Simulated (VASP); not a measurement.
# Shielding tensors and field gradients of BaThO3

Aim: NMR shielding tensors and field gradients of BaThO3. The cell has space group Pm-3m. The start is a cell from a database of measured crystal structures.

Calculated with VASP 6.6.1; LDA; plane waves and PAW (Th, Ba_sv_GW, O), in the first sound run; inputs show where later runs differ.

This is a report of a sequence of runs, with most program output left out.

The database entry behind the starting cell is an old determination (1934), so it need not match the best structure at ambient conditions.

**1. Set-up**

It takes space group Pm-3m (No. 221, cubic). Conventional cell: a = 4.480 Å, b = 4.480 Å, c = 4.480 Å, α = 90.00°, β = 90.00°, γ = 90.00°. Nearest to Th lie 6 O at 2.24 Å. Nearest to Ba lie 12 O at 3.17 Å. Nearest to O lie 2 Th at 2.24 Å and 4 Ba at 3.17 Å. Farther neighbours and most contacts between anions are not listed.

**2. Ground state**

A ground-state run shows first whether the cell has a gap, which the next steps need; its size sets how fine their mesh has to be.

INCAR

```
SYSTEM = BaThO3
PREC = Accurate
ENCUT = 520
EDIFF = 1E-07
NELM = 100
ISMEAR = 0
SIGMA = 0.01
LREAL = .FALSE.
ALGO = Normal
GGA = CA
NBANDS = 26
LASPH = .TRUE.
LORBIT = 11
LWAVE = .FALSE.
LCHARG = .FALSE.
KPAR = 8
```

POSCAR

```
BaThO3
1.0
    4.4800000000      0.0000000000      0.0000000000
    0.0000000000      4.4800000000      0.0000000000
    0.0000000000      0.0000000000      4.4800000000
Th Ba O
1 1 3
Direct
    0.5000000000      0.5000000000      0.5000000000
    0.0000000000      0.0000000000      0.0000000000
    0.5000000000      0.0000000000      0.5000000000
    0.0000000000      0.5000000000      0.5000000000
    0.5000000000      0.5000000000      0.0000000000
```

KPOINTS

```
Automatic mesh
0
Gamma
4 4 4
0 0 0
```

PAW data sets: Th, Ba_sv_GW and O (PBE family, release 64).

Started as:

```sh
mpirun -np 8 vasp_std
```

Run time: 11 s. Hardware: 8 MPI ranks of AMD EPYC 7R43, shared host; peak memory 1.4 GiB; 79 s of CPU time.

The gap is read on the k-mesh alone, so it is an upper bound where the band edges lie off the mesh. The PAW data sets were made with PBE, a small mismatch for LDA.

A gap read on the k-mesh alone can miss the band edges.

Numbers from this step:

| Item | Value |
| --- | --- |
| free energy (TOTEN) | -45.75 eV |
| Fermi energy | 4.699 eV |
| pressure | 3.228 GPa |
| gap on the k-mesh | 2.846 eV |
| least direct gap on the k-mesh | 2.846 eV |

The cell has a gap of 2.85 eV on this mesh and a pressure of +3.2 GPa, which holds the misfit of the given cell and coordinates with this functional, and any error of cutoff, mesh and data sets. Spin-orbit coupling is left out, which can shift or reorder these edges.

**3. Shielding tensors**

This step: chemical shifts by linear response (GIPAW), LDA; plane waves and PAW (Th, Ba_sv_GW, O) (VASP 6.6.1).

LCHIMAG computes the induced currents by linear response. It needs tightly converged orbitals and a cutoff well above the default; LEFG adds the field gradients at no cost.

INCAR

```
SYSTEM = BaThO3
PREC = Accurate
ENCUT = 560
EDIFF = 1E-09
NELM = 100
ISMEAR = 0
SIGMA = 0.01
LREAL = .FALSE.
ALGO = Normal
GGA = CA
NBANDS = 26
LASPH = .TRUE.
LWAVE = .FALSE.
LCHARG = .FALSE.
KPAR = 8
LCHIMAG = .TRUE.
LEFG = .TRUE.
DQ = 0.001
ICHIBARE = 1
LNMR_SYM_RED = .TRUE.
```

POSCAR is that of step 2.

KPOINTS

```
Automatic mesh
0
Gamma
6 6 6
0 0 0
```

Started as:

```sh
mpirun -np 8 vasp_std
```

The job ended after 5.3 min (8 MPI ranks; peak memory 3.8 GiB).

Spin-orbit coupling is left out, which changes shieldings on and beside heavy atoms by much.

Numbers from this step:

* Fermi energy: 4.684 eV
* pressure: 3.243 GPa
* gap on the k-mesh: 2.848 eV
* least direct gap on the k-mesh: 2.848 eV

Valence and core; the G = 0 term is that of a spherical sample. NMR shielding, by row:

```csv
atom,isotropic shielding (ppm),span (ppm),skew,isotropic shielding without the G = 0 term (ppm)
Th1,5624,0,-,5610
Ba2,5085,0,-,5072
O3,-331.3,615.3,1,-344.4
O4,-331.3,615.3,1,-344.4
O5,-331.3,615.3,1,-344.4
```

Ordered as |Vzz| ≥ |Vxx| ≥ |Vyy|, the program's way. Electric field gradients, by row:

```csv
atom,Vxx (V/Å²),Vyy (V/Å²),Vzz (V/Å²),asymmetry
Th1,0,0,0,-
Ba2,0,0,0,-
O3,30,30,-60.01,0
O4,30,30,-60.01,0
O5,30,30,-60.01,0
```

**4. What came out**

* Th, isotropic shielding: 5623.5 ppm
* Ba, isotropic shielding: 5085.3 ppm
* O, isotropic shielding: -331.3 ppm

**Reading.** At LDA the isotropic shieldings are Th 5623.5 ppm; Ba 5085.3 ppm; O -331.3 ppm. The widest tensor is that of O3, with a span (largest less smallest principal value) of 615 ppm. The largest field gradient is Vzz = -60.0 V/Å² at O3. Shifts were not obtained, since a shift is the shielding of a reference compound, computed alike, less these values. The G = 0 term is the part set by the sample's shape, taken here for a sphere. Spin-orbit effects on the shifts of and near heavy atoms are left out. No finer mesh was run, so convergence in it isn't shown. VASP's guide advises NLSPLINE for shieldings, which this input doesn't set; the effect wasn't tested. Where the functional isn't the one that the data sets were made with, the shieldings hold that mismatch too. The cell has space group Pm-3m. The given cell is kept, although it stands at +3.2 GPa at LDA and ENCUT = 560 eV, which holds the mismatch of the given cell with this functional, any error of the entry itself and any basis-set error.

[Lines on the potential files, build, host, timing and source positions are cut from VASP's logs without a mark.]

[Logs are printed without paths, hosts, clocks, repeated set-up lines and the standing remarks that a program may print on its own settings, such as how far it seeks lower states.]

[Hosts, paths, dates, database ids (printed as entryN), source tags and the programs' standing remarks are cut or masked in the printed files.]
